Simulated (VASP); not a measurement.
All values below come from PBE GGA, VASP's PBE PAW potentials (set 64) (plane waves; VASP 6.6.1).

Input for VASP

**KPOINTS**
```
K-points
0
G
  8 8 8
```

### INCAR
```
ALGO = Normal
EDIFF = 1E-6
ENCUT = 500
GGA = PE
ISIF = 2
ISMEAR = 0
LASPH = .TRUE.
LCHARG = .FALSE.
LMAXMIX = 4
LREAL = .FALSE.
LWAVE = .FALSE.
NELM = 100
PREC = Accurate
SIGMA = 0.05
SYSTEM = NbTe
```

**POSCAR**
```
NbTe
1
   -1.8533440000     1.8533440000     6.2745110000
    1.8533440000    -1.8533440000     6.2745110000
    1.8533440000     1.8533440000    -6.2745110000
Nb Te
2 2
Direct
  0.7500000000   0.7500000000   0.0000000000
  0.5000000000   0.0000000000   0.5000000000
  0.1660000000   0.1660000000   0.0000000000
  0.9160000000   0.4160000000   0.5000000000
```

POTCAR, in this order: Nb_sv Te (PBE.64 set). Program: vasp_std.

What VASP printed:

File OSZICAR:
```
       N       E                     dE             d eps       ncg     rms          rms(c)
DAV:   1     0.366873053968E+03    0.36687E+03   -0.19366E+04  2722   0.153E+03
DAV:   2     0.467249408164E+01   -0.36220E+03   -0.35787E+03  3393   0.543E+02
DAV:   3    -0.256544581999E+02   -0.30327E+02   -0.30029E+02  4686   0.116E+02
DAV:   4    -0.279637696502E+02   -0.23093E+01   -0.22940E+01  4401   0.284E+01
DAV:   5    -0.280614211099E+02   -0.97651E-01   -0.97322E-01  4456   0.508E+00    0.103E+01
DAV:   6    -0.272505605432E+02    0.81086E+00   -0.44749E+00  4102   0.138E+01    0.455E+00
DAV:   7    -0.272151924643E+02    0.35368E-01   -0.25174E-01  4711   0.299E+00    0.215E+00
DAV:   8    -0.272067614694E+02    0.84310E-02   -0.48846E-02  4176   0.125E+00    0.379E-01
DAV:   9    -0.272068852954E+02   -0.12383E-03   -0.43628E-03  4401   0.458E-01    0.197E-01
DAV:  10    -0.272070984731E+02   -0.21318E-03   -0.91802E-04  4079   0.264E-01    0.422E-02
DAV:  11    -0.272070696897E+02    0.28783E-04   -0.76436E-05  4094   0.511E-02    0.149E-02
DAV:  12    -0.272070687450E+02    0.94473E-06   -0.10789E-05  3517   0.263E-02    0.412E-03
DAV:  13    -0.272070682743E+02    0.47072E-06   -0.12580E-06  2596   0.638E-03
   1 F= -.27207068E+02 E0= -.27204325E+02  d E =-.548721E-02
```

### OUTCAR
```
------------------------ aborting loop because EDIFF is reached ----------------------------------------
  FORCE on cell =-STRESS in cart. coord.  units (eV):
  Direction    XX          YY          ZZ          XY          YZ          ZX
  --------------------------------------------------------------------------------------
  Total        0.3792761      0.3792761      1.3900253      0.0000000      0.0000000      0.0000000
  in kB        7.0487829      7.0487829     25.8333864      0.0000000      0.0000000      0.0000000
  external PRESSURE =      13.3103174 kB  Pullay stress =       0.0000000 kB
  volume of cell :       86.21
      direct lattice vectors                 reciprocal lattice vectors
    -1.853344000  1.853344000  6.274511000     0.000000000  0.269782620  0.079687485
     1.853344000 -1.853344000  6.274511000     0.269782620  0.000000000  0.079687485
     1.853344000  1.853344000 -6.274511000     0.269782620  0.269782620  0.000000000
 POSITION                                       TOTAL-FORCE (eV/Angst)
 -----------------------------------------------------------------------------------
      0.00000      0.00000      9.41177        -0.000000     -0.000000     -0.308776
      0.00000      1.85334      0.00000        -0.000000     -0.000000     -0.308776
      0.00000      0.00000      2.08314         0.000000     -0.000000      0.308776
      0.00000      1.85334      5.22039        -0.000000      0.000000      0.308776
 -----------------------------------------------------------------------------------
    total drift:                               -0.000000     -0.000000      0.000621
  FREE ENERGIE OF THE ION-ELECTRON SYSTEM (eV)
  ---------------------------------------------------
  free  energy   TOTEN  =       -27.2070682743 eV

  energy  without entropy=      -27.2015810645  energy(sigma->0) =      -27.20432467
```
(Selected blocks of OUTCAR.)

The structure was generated: NbTe was put into the NbAs type (I4_1md), which need not be its known phase. The cell was not relaxed at this level. The run is one of a series of settings (ENCUT = 500 against the base run), some of them coarse on purpose.
